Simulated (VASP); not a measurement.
Level of theory: PBE GGA with D3 dispersion (Becke-Johnson damping), VASP's PBE PAW potentials (set 64) (plane waves; VASP).

The input files of a VASP run:

**POSCAR**
```
MnF2
1
    4.8841623359    -0.0000000000     0.0000000000
    0.0000000000     4.8841623359     0.0000000000
    0.0000000000     0.0000000000     3.3173515352
Mn F
2 4
Direct
  1.0000000000   0.0000000000   0.0000000000
  0.5000000000   0.5000000000   0.5000000000
  0.3033885259   0.3033885259   0.0000000000
  0.8033885259   0.1966114741   0.5000000000
  0.1966114741   0.8033885259   0.5000000000
  0.6966114741   0.6966114741   1.0000000000
```

### KPOINTS
```
k-points along high-symmetry lines
8
Line-mode
Reciprocal
  0.000000   0.000000   0.000000 ! GAMMA
  0.500000   0.500000   0.000000 ! Y

  0.500000   0.500000   0.000000 ! Y
  0.500000   0.500000   0.000000 ! C_0

  0.500000  -0.500000   0.000000 ! SIGMA_0
  0.000000   0.000000   0.000000 ! GAMMA

  0.000000   0.000000   0.000000 ! GAMMA
  0.000000   0.000000   0.500000 ! Z

  0.000000   0.000000   0.500000 ! Z
  0.500000  -0.500000   0.500000 ! A_0

  0.500000   0.500000   0.500000 ! E_0
  0.500000   0.500000   0.500000 ! T

  0.500000   0.500000   0.500000 ! T
  0.500000   0.500000   0.000000 ! Y

  0.000000   0.000000   0.000000 ! GAMMA
  0.500000  -0.000000   0.000000 ! S

  0.500000  -0.000000   0.000000 ! S
  0.500000  -0.000000   0.500000 ! R

  0.500000  -0.000000   0.500000 ! R
  0.000000   0.000000   0.500000 ! Z

  0.000000   0.000000   0.500000 ! Z
  0.500000   0.500000   0.500000 ! T
```

**INCAR**
```
SYSTEM = MnF2
PREC = Accurate
ENCUT = 520
EDIFF = 1E-7
NELM = 100
ALGO = Normal
LREAL = .FALSE.
LASPH = .TRUE.
ISMEAR = 0
SIGMA = 0.05
GGA = PE
IVDW = 12
LMAXMIX = 4
ISPIN = 2
MAGMOM = 4.5 -4.5 -0.0 0.0 0.0 -0.0
LORBIT = 11
LWAVE = .FALSE.
LCHARG = .FALSE.
ICHARG = 11
```

POTCAR, in this order: Mn_pv F (PBE.64 set). Program: vasp_std. Read from the step before: CHGCAR.

Output

### OSZICAR
```
       N       E                     dE             d eps       ncg     rms          rms(c)
DAV:   1     0.665344188695E+03    0.66534E+03   -0.31574E+04 11640   0.190E+03
DAV:   2     0.230251547198E+02   -0.64232E+03   -0.61583E+03 12904   0.542E+02
DAV:   3    -0.378277476968E+02   -0.60853E+02   -0.59985E+02 12504   0.172E+02
DAV:   4    -0.393115840178E+02   -0.14838E+01   -0.14826E+01 12432   0.283E+01
DAV:   5    -0.393396376156E+02   -0.28054E-01   -0.28051E-01 12376   0.400E+00
DAV:   6    -0.393404712884E+02   -0.83367E-03   -0.83367E-03 12512   0.671E-01
DAV:   7    -0.393405068650E+02   -0.35577E-04   -0.35576E-04 12760   0.133E-01
DAV:   8    -0.393405085497E+02   -0.16847E-05   -0.16847E-05 12224   0.270E-02
DAV:   9    -0.393405086408E+02   -0.91138E-07   -0.91114E-07 10168   0.608E-03
   1 F= -.40223634E+02 E0= -.40223634E+02  d E =-.724022E-27  mag=     0.0000
```

**OUTCAR**
```



 magnetization (x)

# of ion       s       p       d       tot
------------------------------------------
    1        0.017   0.015   4.506   4.538
    2       -0.017  -0.015  -4.506  -4.538
    3       -0.002  -0.027   0.000  -0.029
    4        0.002   0.027   0.000   0.029
    5        0.002   0.027   0.000   0.029
    6       -0.002  -0.027   0.000  -0.029
--------------------------------------------------
tot          0.000   0.000  -0.000  -0.000
```
(Selected blocks of OUTCAR.)

**OUTCAR**
```
 val. band max:        2.6441187533   @ k =   0.2857   0.2857   0.5000

 cond. band min:       4.8850499622   @ k =   0.0000   0.0000   0.0000



 spin component 1

 k-point     1 :       0.0000    0.0000    0.0000
  band No.  band energies     occupation
      1     -46.8126      1.00000
      2     -46.7427      1.00000
      3     -46.7408      1.00000
      4     -41.8891      1.00000
      5     -41.8228      1.00000
      6     -41.8209      1.00000
      7     -21.2604      1.00000
      8     -20.7527      1.00000
      9     -20.7385      1.00000
     10     -20.6846      1.00000
     11      -4.7025      1.00000
     12      -3.7363      1.00000
     13      -3.2744      1.00000
     14      -3.1648      1.00000
     15      -2.7438      1.00000
     16      -2.7247      1.00000
     17      -2.6921      1.00000
     18      -2.6715      1.00000
     19      -1.8031      1.00000
     20      -1.4297      1.00000
     21      -1.4154      1.00000
     22      -1.1217      1.00000
     23       0.9927      1.00000
     24       1.2390      1.00000
     25       1.4020      1.00000
     26       2.2912      1.00000
     27       2.5710      1.00000
     28       4.8850      0.00000
     29       5.2350      0.00000
     30       5.7311      0.00000
     31       5.7324      0.00000
     32       6.6674      0.00000

 k-point     2 :       0.0714    0.0714    0.0000
  band No.  band energies     occupation
      1     -46.8126      1.00000
      2     -46.7427      1.00000
      3     -46.7408      1.00000
      4     -41.8891      1.00000
      5     -41.8228      1.00000
      6     -41.8209      1.00000
      7     -21.2495      1.00000
      8     -20.7645      1.00000
      9     -20.7400      1.00000
     10     -20.6835      1.00000
     11      -4.6644      1.00000
     12      -3.7209      1.00000
     13      -3.2549      1.00000
     14      -3.1666      1.00000
     15      -2.7937      1.00000
...
```

The density is held fixed in this step, so its total energy and stress have no physical meaning.

The compound is MnF2 in the rutile structure. It was relaxed first.
